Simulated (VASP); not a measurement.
## Ti: equilibrium volume by level of theory

```
Ti
1.0
     2.95000    0.00000    0.00000
    -1.47500    2.55477    0.00000
     0.00000    0.00000    4.68000
Ti
2
Direct
  0.33333 0.66667 0.25000
  0.66667 0.33333 0.75000
```

```csv
rung,level,program and potentials,cutoff (eV),k mesh,smearing,equilibrium volume (Å³/atom),notes
LDA,LDA,"VASP, LDA PAW files Ti_sv, 600 eV",600,15 × 15 × 8,methfessel-paxton 0.1,16.07,12 valence electrons an atom on average
GGA,AM05,"VASP, PBE PAW files Ti_sv, 600 eV",600,15 × 15 × 8,methfessel-paxton 0.1,16.71,potentials made for PBE; 12 valence electrons an atom on average
GGA,PBE,"VASP, PBE PAW files Ti, 300 eV",300,8 × 8 × 4,methfessel-paxton 0.1,17.08,4 valence electrons an atom on average
GGA,PBE,"VASP, PBE PAW files Ti_sv, 600 eV",600,15 × 15 × 8,methfessel-paxton 0.1,(a),12 valence electrons an atom on average
GGA + dispersion,PBE+D3(BJ),"VASP, PBE PAW files Ti_sv, 600 eV",600,15 × 15 × 8,methfessel-paxton 0.1,16.45,12 valence electrons an atom on average
GGA,PBEsol,"VASP, PBE PAW files Ti_sv, 600 eV",600,15 × 15 × 8,methfessel-paxton 0.1,16.68,potentials made for PBE; 12 valence electrons an atom on average
meta-GGA,r2SCAN,"VASP, PBE PAW files Ti_sv, 600 eV",600,15 × 15 × 8,methfessel-paxton 0.1,17.37,potentials made for PBE; 12 valence electrons an atom on average
```

Task: relaxation of cell and atoms. All rows: no spin polarisation. Smearing widths are in eV. For a metal such meshes aren't converged. Meshes differ between rows, which moves values too. Meshes are those of the run's cell of 2 atoms unless a note names another. Relaxations start from the cell shown or near it and stop with a little pressure left. Runs on faulty files, with rough fits or with known faults for this quantity aren't shown. No row holds spin-orbit coupling.

Problem. Estimate the value left out from the other rows.

Solution. (a) 17.34 Å³/atom.
